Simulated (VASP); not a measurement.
Method: RPBE GGA, VASP's PBE PAW potentials (set 64) (plane waves; VASP).

Input for VASP

**KPOINTS**
```
k-points along high-symmetry lines
15
Line-mode
Reciprocal
  0.000000   0.000000   0.000000 ! GAMMA
 -0.500000  -0.500000   0.000000 ! X

 -0.500000  -0.500000   0.000000 ! X
 -0.375000  -0.375000   0.250000 ! U

 -0.375000   0.000000   0.375000 ! K
  0.000000   0.000000   0.000000 ! GAMMA

  0.000000   0.000000   0.000000 ! GAMMA
  0.000000   0.000000   0.500000 ! L

  0.000000   0.000000   0.500000 ! L
 -0.500000  -0.250000   0.250000 ! W

 -0.500000  -0.250000   0.250000 ! W
 -0.500000  -0.500000   0.000000 ! X
```

### INCAR
```
ALGO = Normal
EDIFF = 1E-7
ENCUT = 520
GGA = RP
ICHARG = 11
ISMEAR = 0
LASPH = .TRUE.
LCHARG = .FALSE.
LMAXMIX = 4
LORBIT = 11
LREAL = .FALSE.
LWAVE = .FALSE.
NELM = 100
PREC = Accurate
SIGMA = 0.05
SYSTEM = GaN
```

### POSCAR
```
GaN
1
    0.0000000000     2.2914068057     2.2914068057
    2.2914068057     0.0000000000     2.2914068057
    2.2914068057     2.2914068057     0.0000000000
Ga N
1 1
Direct
  0.0000000000   0.0000000000   0.0000000000
  0.2500000000   0.2500000000   0.2500000000
```

POTCAR, in this order: Ga_d N (PBE.64 set). Program: vasp_std. Read from the step before: CHGCAR.

What VASP printed:

### OSZICAR
```
       N       E                     dE             d eps       ncg     rms          rms(c)
DAV:   1     0.862869404929E+02    0.86287E+02   -0.98860E+03  2478   0.248E+03
DAV:   2    -0.338419425687E+01   -0.89671E+02   -0.85174E+02  2700   0.358E+02
DAV:   3    -0.100334886461E+02   -0.66493E+01   -0.65142E+01  2595   0.844E+01
DAV:   4    -0.101474848638E+02   -0.11400E+00   -0.11391E+00  2876   0.118E+01
DAV:   5    -0.101490829146E+02   -0.15981E-02   -0.15979E-02  2572   0.123E+00
DAV:   6    -0.101491354432E+02   -0.52529E-04   -0.52528E-04  3259   0.200E-01
DAV:   7    -0.101491362808E+02   -0.83760E-06   -0.83761E-06  2560   0.188E-02
DAV:   8    -0.101491363113E+02   -0.30520E-07   -0.30509E-07  2185   0.303E-03
   1 F= -.10149136E+02 E0= -.10149136E+02  d E =-.183221E-16
```

File OUTCAR:
```
 val. band max:        4.8886273915   @ k =   0.0000   0.0000   0.0000

 cond. band min:       6.3441894899   @ k =   0.0000   0.0000   0.0000



 k-point     1 :       0.0000    0.0000    0.0000
  band No.  band energies     occupation
      1     -10.6703      2.00000
      2      -8.5298      2.00000
      3      -8.5298      2.00000
      4      -8.5298      2.00000
      5      -8.2582      2.00000
      6      -8.2582      2.00000
      7       4.8886      2.00000
      8       4.8886      2.00000
      9       4.8886      2.00000
     10       6.3442      0.00000
     11      14.9497      0.00000
     12      14.9498      0.00000
     13      14.9498      0.00000

 k-point     2 :      -0.0357   -0.0357    0.0000
  band No.  band energies     occupation
      1     -10.6531      2.00000
      2      -8.5269      2.00000
      3      -8.5268      2.00000
      4      -8.5246      2.00000
      5      -8.2594      2.00000
      6      -8.2573      2.00000
      7       4.6597      2.00000
      8       4.8490      2.00000
      9       4.8490      2.00000
     10       6.5803      0.00000
     11      14.8283      0.00000
     12      14.9911      0.00000
     13      14.9911      0.00000

 k-point     3 :      -0.0714   -0.0714    0.0000
  band No.  band energies     occupation
      1     -10.6031      2.00000
      2      -8.5183      2.00000
      3      -8.5183      2.00000
      4      -8.5083      2.00000
      5      -8.2629      2.00000
      6      -8.2549      2.00000
      7       4.1857      2.00000
      8       4.7340      2.00000
      9       4.7340      2.00000
     10       7.0725      0.00000
     11      14.4976      0.00000
     12      15.1120      0.00000
     13      15.1120      0.00000

 k-point     4 :      -0.1071   -0.1071    0.0000
  band No.  band energies     occupation
      1     -10.5241      2.00000
      2      -8.5043      2.00000
      3      -8.5043      2.00000
      4      -8.4789      2.00000
...
```

The density is held fixed in this step, so its total energy and stress have no physical meaning.

The compound is GaN in the zinc blende structure, a metastable form; wurtzite is the usual one. It was relaxed first.
